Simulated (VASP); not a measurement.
A convergence study with VASP on P (space group no. 64 when undisturbed): a few settings are varied, all else stays as given below, so the limit is that of these other settings. One atom is moved off its site, so that forces are finite.

```
P
1.0
    1.64672    -5.21380     0.00000
    1.64672     5.21380     0.00000
    0.00000     0.00000     4.35810
P
4
Direct
  0.10170   0.89830   0.93087
  0.39830   0.60170   0.41940
  0.60170   0.39830   0.58060
  0.89830   0.10170   0.08060
```

Method: PBE GGA, VASP's PBE PAW potentials (set 64) (plane waves; VASP 6.6.1). The last row used: 300 eV cut-off, 15×15×11 Γ-centred mesh shifted by (0.5, 0.5, 0.5), Fermi-Dirac smearing of 0.050 eV, potentials P.

Gaps are read on the run's mesh, which can miss a band edge.

| setting | E (eV/atom) | pressure (GPa) | largest force (eV/Å) | gap on the mesh (eV) | irreducible k-points |
|---|---|---|---|---|---|
| 2×2×2 mesh | -5.1370 | 5.11 | 1.195 | 2.095 | 3 |
| 3×3×2 mesh | -5.2871 | 3.49 | 0.816 | 1.441 | 6 |
| 3×3×3 mesh | -5.3219 | 2.61 | 0.540 | 1.175 | 10 |
| 4×4×3 mesh | -5.3470 | 2.71 | 0.599 | 1.287 | 16 |
| 5×5×3 mesh | -5.3573 | 2.52 | 0.618 | 1.122 | 24 |
| 5×5×4 mesh | (withheld) | 2.44 | (withheld) | (withheld) | 30 |
| 6×6×4 mesh | -5.3545 | 2.44 | 0.605 | 0.789 | 42 |
| 6×6×5 mesh | -5.3538 | 2.50 | 0.598 | 0.670 | 54 |
| 7×7×5 mesh | -5.3552 | 2.47 | 0.597 | 0.653 | 72 |
| 7×7×6 mesh | -5.3549 | 2.48 | 0.588 | 0.517 | 84 |
| 8×8×6 mesh | -5.3552 | 2.47 | 0.590 | 0.547 | 108 |
| 9×9×7 mesh | -5.3551 | 2.47 | 0.586 | 0.377 | 160 |
| 10×10×7 mesh | -5.3552 | 2.47 | 0.587 | 0.359 | 195 |
| 11×11×8 mesh | -5.3552 | 2.47 | 0.585 | 0.313 | 264 |
| 12×12×9 mesh | -5.3551 | 2.47 | (withheld) | (withheld) | 354 |
| 14×14×10 mesh | -5.3551 | 2.47 | 0.582 | 0.198 | 525 |
| 15×15×11 mesh | -5.3551 | 2.46 | 0.581 | 0.105 | 664 |

Complete the blanks.

- 5×5×4 mesh, E (eV/atom): -5.3506
- 5×5×4 mesh, largest force (eV/Å): 0.606
- 5×5×4 mesh, gap on the mesh (eV): 0.916
- 12×12×9 mesh, largest force (eV/Å): 0.583
- 12×12×9 mesh, gap on the mesh (eV): 0.227

Left out are rungs that failed or repeat a setting and relaxations that didn't move; long series are thinned to 24 rows.

The structure is a typed P crystal (space group no. 64). The cell was not relaxed at this level, it is distorted from the ideal structure.
